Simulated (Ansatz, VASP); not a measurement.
# Cross-check of MnF2 (rutile prototype) between VASP and Ansatz

Wanted: the spread between two codes on one cell, functional and k mesh. The start cell is built, not measured: As first built, before any earlier steps moved the atoms (in the runner's words): rutile prototype, lattice guessed from radii. The two relaxations start from unlike cells of this crystal (the structure described is Ansatz's start), so only their ends are compared.

Program: Ansatz 0.2.0. Level of theory: plane waves, with VASP 6.6.1 beside it; relaxation of cell and atoms at PBE, DFT+U. Results are calculated unless marked as measured.

In doubt: warnings of the run leave room for a lower electronic state, so energies may not be the lowest and differences between runs may mislead.

**1. Starting point**

The structure is tetragonal, space group P4_2/mnm (No. 136). The conventional cell has a = 4.892 Å, b = 4.892 Å, c = 3.277 Å, α = 90.00°, β = 90.00°, γ = 90.00°. Nearest to Mn lie 6 F at 2.11 to 2.12 Å. F has 3 Mn at 2.11 to 2.12 Å nearest. As first built, before any earlier steps moved the atoms (in the runner's words): rutile prototype, lattice guessed from radii. Farther neighbours and most contacts between anions are not listed.

As a file:

```cif
data_structure
_symmetry_space_group_name_H-M 'P4_2/mnm'
_symmetry_Int_Tables_number 136
_cell_length_a 4.8918
_cell_length_b 4.8918
_cell_length_c 3.2775
_cell_angle_alpha 90.000
_cell_angle_beta 90.000
_cell_angle_gamma 90.000
_cell_volume 78.43
loop_
_atom_site_label
_atom_site_type_symbol
_atom_site_symmetry_multiplicity
_atom_site_Wyckoff_symbol
_atom_site_fract_x
_atom_site_fract_y
_atom_site_fract_z
_atom_site_occupancy
Mn1 Mn 2 a 0.00000 0.00000 0.00000 1
F1 F 4 f 0.30500 0.30500 0.00000 1
```

**2. Ansatz: relaxation of cell and atoms, PBE, DFT+U**

Ansatz runs on its default PAW (the set named soft_2) files.

The relaxed volume is the usual yardstick between codes: in a stiff, nearly cubic crystal its relative difference is about their pressure difference at one cell divided by the bulk modulus.

Input file input.yaml:

```yaml
crystal:
  lattice:
    - [4.8918, 0.0, 0.0]
    - [0.0, 4.8918, 0.0]
    - [0.0, 0.0, 3.2775]
  atoms:
    - { symbol: Mn, position: [0.0, 0.0, 0.0], spin: 4.5 }
    - { symbol: Mn, position: [0.5, 0.5, 0.5], spin: 4.5 }
    - { symbol: F, position: [0.305, 0.305, 0.0] }
    - { symbol: F, position: [0.695, 0.695, 0.0] }
    - { symbol: F, position: [0.805, 0.195, 0.5] }
    - { symbol: F, position: [0.195, 0.805, 0.5] }
magnetization:
  spin_polarized: true
kpoints:
  mp_grid: { grid: [5, 5, 8] }
hamiltonian:
  xc: pbe
  hubbard: { sites: [{ species: Mn, l: d, u_eff: 4.0 }] }
scf:
  occupations: { method: fermi_dirac, width: 0.05 }
output: {}
relax:
  cell: {}
  max_steps: 40
```

Command:

```bash
$ ansatz run input.yaml --threads 2 --pin off --max-ram 5120MiB --backend cpu --events-out ev --progress --plain --runs-dir out
```

Numbers of over 12 decimals in the logs are rounded to 6 here.

Log:

```text
Mn: projections on atomic orbitals take those of the free atom [Ne] 3s2 3p6 3d5 4s2, of charge +0.00 (hamiltonian.pseudopotentials.projection_atoms); the dataset's partial waves leave at most 9.0e-7 of an orbital's norm unspanned inside its sphere
F: projections on atomic orbitals take those of the free atom [He] 2s2 2p5, of charge +0.00 (hamiltonian.pseudopotentials.projection_atoms); the dataset's partial waves leave at most 1.6e-8 of an orbital's norm unspanned inside its sphere
Engine: ansatz 0.2.0, aarch64-unknown-linux-gnu
Pseudopotentials: kind: paw
Pseudopotential: Mn, paw, valence charge 15, recommended cutoff 420 eV (normal), Mn.paw.azcp
Pseudopotential: F, paw, valence charge 7, recommended cutoff 420 eV (normal), F.paw.azcp
Functional definition: PBE
  parameter kappa = 0.804
  parameter beta = 0.066725
  exchange = pbe_x(kappa = kappa, mu = beta*pi^2/3)
  correlation = pbe_c(beta = beta)
Crystal: 6 atoms, lattice volume = 78.430 Å³
Basis set: ecut = 420 eV, 1519 PW (Γ), exchange–correlation on 72×72×48 points (8 copies of the dense FFT grid, shifted against one another)
Bands: 41, of which v1, the nominal top of the filled ones, is band 29 counted from 1 (28 counted from 0)
Symmetry: 16 space group operations
Space group: P42/mnm (ITA 136), of the structure as read, at distance tolerance 4.3e-5 Å
Magnetic group: BNS 136.495 (UNI 1155), of the structure as read, at distance tolerance 4.3e-5 Å
k-points: 30 of 200
Non-local potential: Mn, projectors of the file, l = 0: 3, l = 1: 2, l = 2: 3, l = 3: 1
Non-local potential: F, projectors of the file, l = 0: 2, l = 1: 2, l = 2: 1
PAW form: soft (Blöchl's): semilocal exchange-correlation on the pseudo side does not see the compensation charge
PAW one-centre angular grid: Mn, 590 points (default); XC on 64 Gauss nodes
PAW one-centre angular grid: F, 110 points (default); XC on 64 Gauss nodes
Initial density: superposition of atomic densities (chi_scale 0.1, normalization cell, long waves kept (reshape's long-wave potential 0.02 eV rms))
Starting moments: Σ|m| = 9 μB on 2 of 6 sites
Initial wavefunctions: pseudopotential atomic-orbital guess
Functional: x = pbe(κ = 0.804, μ = 0.219515), c = pbe(β = 0.066725)
SCF iter   1: F=—  HF=-11054.546741 eV  |F-HF|=—  |Δ(HF+E_count)|=         —  Δρ=4.99e-1 (↑2.34e-1 ↓4.99e-1)  dr2=3.93e2  dr2_m=1.76e1  M=3.651 μB ∫|m|=3.651 μB  β_m=0.30  ethr=3.10e-3  ⟨swp⟩=5.8  Hψ=9141  notcnv=0  defer=5
preconditioner: auto → Kerker (q_TF=auto, 2.594 Å⁻¹)  [metal: Δε(μ)=0.011 eV  Ē_g=13.572 eV  σ=0.050 eV  W_gap=0.05  n_scr=22 (ndim 8)  ℏωp=27.2 eV  f_vac=0.065  D(μ)=11.07/eV (n_scr^D=176)]
spin=Collinear: Kerker preconditioning applied to the charge; magnetization (m = ρ↑ − ρ↓) channel mixes plain (no charge-response kernel on spin).
SCF iter   2: F=—  HF=-11034.075289 eV  |F-HF|=—  |Δ(HF+E_count)|=    2.05e1  Δρ=1.36e-1 (↑9.31e-2 ↓1.36e-1)  dr2=1.13e1  dr2_m=4.60e0  M=10.000 μB ∫|m|=10.000 μB  β_m=1.00  ethr=3.10e-3  ⟨swp⟩=4.0  Hψ=6722  notcnv=0  defer=172
preconditioner: auto → Resta (q_TF=auto, 2.594 Å⁻¹)  ε∞=3.9  [insulator: Δε(μ)=1.995 eV  Ē_g=16.076 eV  σ=0.050 eV  W_gap=1.00  n_scr=22 (ndim 8)  ℏωp=27.2 eV  f_vac=0.038  D(μ)=0.00/eV (n_scr^D=0)  ε∞_Penn≈3.9]
spin=Collinear: Resta preconditioning applied to the charge; magnetization (m = ρ↑ − ρ↓) channel mixes plain (no charge-response kernel on spin).
SCF iter   3: F=—  HF=-11031.881157 eV  |F-HF|=—  |Δ(HF+E_count)|=    2.19e0  Δρ=4.58e-2 (↑4.33e-2 ↓4.58e-2)  dr2=3.13e0  dr2_m=2.95e-2  M=10.000 μB ∫|m|=10.000 μB  β_m=1.00  ethr=3.10e-3  ⟨swp⟩=2.9  Hψ=5235  notcnv=0  defer=221
SCF iter   4: F=—  HF=-11032.078856 eV  |F-HF|=—  |Δ(HF+E_count)|=   1.98e-1  Δρ=1.43e-2 (↑1.42e-2 ↓1.43e-2)  dr2=2.17e-1  dr2_m=4.26e-2  M=10.000 μB ∫|m|=10.000 μB  β_m=0.30  ethr=3.10e-3  ⟨swp⟩=2.9  Hψ=5408  notcnv=0  defer=237
Mixer restart at iter 4: flushing history
spin-set hold released at iteration 4 (site moments contracting): the magnetisation degrees of freedom join the quasi-Newton model from the next iteration; the mixer history was flushed
SCF iter   5: F=—  HF=-11032.516083 eV  |F-HF|=—  |Δ(HF+E_count)|=   4.37e-1  Δρ=9.75e-3 (↑8.37e-3 ↓9.75e-3)  dr2=8.75e-2  dr2_m=2.26e-2  M=10.000 μB ∫|m|=10.000 μB  β_m=0.65  ethr=3.74e-4  ⟨swp⟩=2.3  Hψ=3472  notcnv=0  defer=223
SCF iter   6: F=—  HF=-11033.036640 eV  |F-HF|=—  |Δ(HF+E_count)|=   5.21e-1  Δρ=5.58e-3 (↑5.58e-3 ↓4.65e-3)  dr2=3.50e-2  dr2_m=2.96e-3  M=10.000 μB ∫|m|=10.001 μB  β_m=0.60  ethr=1.51e-4  ⟨swp⟩=2.6  Hψ=4818  notcnv=0  defer=223
SCF iter   7: F=—  HF=-11033.032162 eV  |F-HF|=—  |Δ(HF+E_count)|=   4.48e-3  Δρ=1.04e-3 (↑7.07e-4 ↓1.04e-3)  dr2=1.91e-3  dr2_m=1.39e-4  M=10.000 μB ∫|m|=10.001 μB  β_m=0.80  ethr=6.03e-5  ⟨swp⟩=2.2  Hψ=4048  notcnv=0  defer=223
[...]
E_vhub       = -19.216796  (the Hubbard potential's part of the band-sum identity)
  E_paw        = -3421.130835  (= ΣΔE_a)
  E_vpaw       = -889.991534  (= ΣTr[D̂ρ^β])
  E_aug_tail   = 0.008185  (compensation charges beyond the density's cutoff)
  E_ewald      = -4851.183208
  E_smearing   = -0.000000  (= −TS)
  E_closure    = -0.000000  (closes the sum)
  Σ components = -11033.135019   (vs F -11033.135019, Δ=0.00e0)
[...]
preconditioner: auto → Resta (q_TF=auto, 2.567 Å⁻¹)  ε∞=3.8  [insulator: Δε(μ)=1.512 eV  Ē_g=15.862 eV  σ=0.050 eV  W_gap=1.00  n_scr=22 (ndim 8)  ℏωp=26.3 eV  f_vac=0.049  D(μ)=0.00/eV (n_scr^D=0)  ε∞_Penn≈3.8]
spin=Collinear: Resta preconditioning applied to the charge; magnetization (m = ρ↑ − ρ↓) channel mixes plain (no charge-response kernel on spin).
[...]
SCF iter   4: F=—  HF=-11031.643589 eV  |F-HF|=—  |Δ(HF+E_count)|=   2.14e-1  Δρ=1.60e-2 (↑1.34e-2 ↓1.60e-2)  dr2=1.54e-1  dr2_m=6.60e-2  M=10.000 μB ∫|m|=10.000 μB  β_m=0.30  ethr=3.10e-3  ⟨swp⟩=3.0  Hψ=5464  notcnv=0  defer=230
Mixer restart at iter 4: flushing history
spin-set hold released at iteration 4 (site moments contracting): the magnetisation degrees of freedom join the quasi-Newton model from the next iteration; the mixer history was flushed
SCF iter   5: F=—  HF=-11032.367170 eV  |F-HF|=—  |Δ(HF+E_count)|=   7.24e-1  Δρ=1.17e-2 (↑9.04e-3 ↓1.17e-2)  dr2=8.57e-2  dr2_m=3.83e-2  M=10.000 μB ∫|m|=10.001 μB  β_m=0.65  ethr=2.66e-4  ⟨swp⟩=2.1  Hψ=3443  notcnv=0  defer=224
SCF iter   6: F=—  HF=-11033.135742 eV  |F-HF|=—  |Δ(HF+E_count)|=   7.69e-1  Δρ=4.32e-3 (↑4.32e-3 ↓3.71e-3)  dr2=2.22e-2  dr2_m=1.66e-3  M=10.000 μB ∫|m|=10.001 μB  β_m=0.60  ethr=1.48e-4  ⟨swp⟩=2.7  Hψ=4833  notcnv=0  defer=224
SCF iter   7: F=—  HF=-11033.132238 eV  |F-HF|=—  |Δ(HF+E_count)|=   3.50e-3  Δρ=1.01e-3 (↑6.24e-4 ↓1.01e-3)  dr2=1.87e-3  dr2_m=1.39e-4  M=10.000 μB ∫|m|=10.001 μB  β_m=0.75  ethr=3.82e-5  ⟨swp⟩=2.1  Hψ=3875  notcnv=0  defer=224
SCF iter   8: F=—  HF=-11033.134596 eV  |F-HF|=—  |Δ(HF+E_count)|=   2.36e-3  Δρ=2.47e-4 (↑2.47e-4 ↓2.37e-4)  dr2=2.62e-4  dr2_m=6.93e-6  M=10.000 μB ∫|m|=10.001 μB  β_m=0.87  ethr=3.22e-6  ⟨swp⟩=2.0  Hψ=3819  notcnv=0  defer=224
SCF iter   9: F=—  HF=-11033.134989 eV  |F-HF|=—  |Δ(HF+E_count)|=   3.93e-4  Δρ=1.22e-4 (↑1.22e-4 ↓6.13e-5)  dr2=2.22e-5  dr2_m=2.32e-6  M=10.000 μB ∫|m|=10.001 μB  β_m=0.94  ethr=4.52e-7  ⟨swp⟩=2.0  Hψ=3243  notcnv=0  defer=224
SCF iter  10: F=—  HF=-11033.135019 eV  |F-HF|=—  |Δ(HF+E_count)|=   2.97e-5  Δρ=6.02e-5 (↑6.02e-5 ↓4.13e-5)  dr2=6.03e-6  dr2_m=2.59e-7  M=10.000 μB ∫|m|=10.001 μB  β_m=0.81  ethr=3.83e-8  ⟨swp⟩=2.0  Hψ=4030  notcnv=0  defer=224
SCF iter  11: F=—  HF=-11033.135019 eV  |F-HF|=—  |Δ(HF+E_count)|=   6.57e-8  Δρ=1.55e-5 (↑1.55e-5 ↓6.59e-6)  dr2=2.39e-7  dr2_m=2.93e-8  M=10.000 μB ∫|m|=10.001 μB  β_m=0.91  ethr=1.04e-8  ⟨swp⟩=2.1  Hψ=3875  notcnv=0  defer=224
SCF iter  12: F=-11033.135019 eV  HF=-11033.135019 eV  |F-HF|=1.40e-8  |Δ(HF+E_count)|=   2.02e-7  Δρ=1.51e-6 (↑1.51e-6 ↓1.47e-6)  dr2=8.93e-9  dr2_m=2.41e-11  M=10.000 μB ∫|m|=10.001 μB  ethr=1.72e-10  ⟨swp⟩=2.6  Hψ=5059  notcnv=0
SCF 1 converged in 12 iterations: F = -11033.135019 eV  dr2 = 8.93e-9
a single-point calculation of the run's input, under the relaxation's own `scf.mixing.negative_modes` where the relaxation goes by `scf.lower_state_search: light` itself or types `scf.max_iter`, was made at the relaxed geometry, from the atoms, in 12 SCF iterations in all. It converged +0.0 meV from the relaxation's final energy, with moments (4.29, 4.29, 0.06, 0.06, 0.06, 0.06 Bohr magnetons, atom by atom), which does not count as lower, and the relaxation's result stands. No further magnetic order was relaxed to its end, and one can end lower (see `relax.adjacent_minimum`). Of at least 1 other set(s) of starting moments it isn't known whether they lead lower.
SCF converged after 5 iterations
Magnetization: 10.0000 μB (34.0000 up, 24.0000 down)
Absolute magnetization: 10.0006 μB (∫|ρ↑−ρ↓|, with the PAW one-centre terms)
Spin contamination: 0.0079 ħ² per cell (⟨S²⟩ above its minimum at these occupations)
Per-site moments (μB) at R_I (Å): [(4.292291, 0.888256), (4.292291, 0.888256), (0.063553, 0.888256), (0.063553, 0.888256), (0.063553, 0.888256), (0.063553, 0.888256)]
Free energy (F): -11033.135019 eV
Harris-Foulkes:  -11033.135019 eV  (|F-HF|=4.55e-11)
Internal energy: -11033.135019 eV  (E = F + TS)
E sigma→0 (E₀):  -11033.135019 eV
Fermi energy:    6.229300 eV
--- Per-component energies (eV) ---
  E_band       = -877.635933
  E_kinetic    = 1418.275068
  E_local      = -7392.882009  (includes V_loc(G=0)·N_el)
  E_nonlocal   = 807.198115
  E_hartree    = 2943.308184
  E_xc         = -537.458568
  E_vxc        = -687.643737  (∫ρ·V_xc dr)
  E_hubbard    = 0.730049  (on-site DFT+U / exact-exchange correction)
  E_vhub       = -19.216796  (the Hubbard potential's part of the band-sum identity)
  E_paw        = -3421.130835  (= ΣΔE_a)
  E_vpaw       = -889.991534  (= ΣTr[D̂ρ^β])
  E_aug_tail   = 0.008185  (compensation charges beyond the density's cutoff)
  E_ewald      = -4851.183208
  E_smearing   = -0.000000  (= −TS)
  E_closure    = -0.000000  (closes the sum)
  Σ components = -11033.135019   (vs F -11033.135019, Δ=0.00e0)
--- Forces (eV/Å), atoms counted from 1 ---
  atom   1  Mn    -0.00000000    -0.00000000    -0.00000000
  atom   2  Mn     0.00000000    -0.00000000     0.00000000
  atom   3  F      0.00033194     0.00033194     0.00000000
  atom   4  F     -0.00033194    -0.00033194    -0.00000000
  atom   5  F      0.00033194    -0.00033194    -0.00000000
  atom   6  F     -0.00033194     0.00033194     0.00000000
  max |Σ_I F_I| component: 2.17e-19 eV/Å
--- Stress (GPa, compression-positive) ---
        0.026397      -0.000000      -0.000000
       -0.000000       0.026397       0.000000
       -0.000000       0.000000       0.012305
  P = ⅓ Tr σ = 0.0217 GPa (0.217 kbar)
--- Relaxed structure (6 steps of the walk, 6 accepted, 2 SCFs on fresh bases) ---
  F+E_penalty+E_count = -11033.13501930 eV   max|allowed force component| = 3.319e-4 eV/Å   (the final SCF, on the basis selected at the relaxed cell)
  cell:  # Å, volume = 83.6373 Å³
    - [4.985243, 0, 0]
    - [0, 4.985243, 0]
    - [0, 0, 3.365328]
  atoms:
    - { symbol: Mn, position: [0, 0, 0] }
    - { symbol: Mn, position: [0.500000, 0.500000, 0.5] }
    - { symbol: F, position: [0.305431, 0.305431, 0] }
    - { symbol: F, position: [0.694569, 0.694569, 0] }
    - { symbol: F, position: [0.805431, 0.194569, 0.5] }
    - { symbol: F, position: [0.194569, 0.805431, 0.5] }
```

In the SCF lines HF is the Harris–Foulkes energy and dr2 the Hartree energy of the density residual, in eV; the loop may stop once dr2 is under the threshold and the program's other checks hold. Hψ counts applications of the Hamiltonian.

[end of part 1 of 2]

[Lines on the potential files, build, host, timing and source positions are cut from VASP's logs without a mark.]

[Logs are printed without paths, hosts, clocks, repeated set-up lines and the standing remarks that a program may print on its own settings, such as how far it seeks lower states.]

[Hosts, paths, dates, database ids (printed as entryN), source tags and the programs' standing remarks are cut or masked in the printed files.]
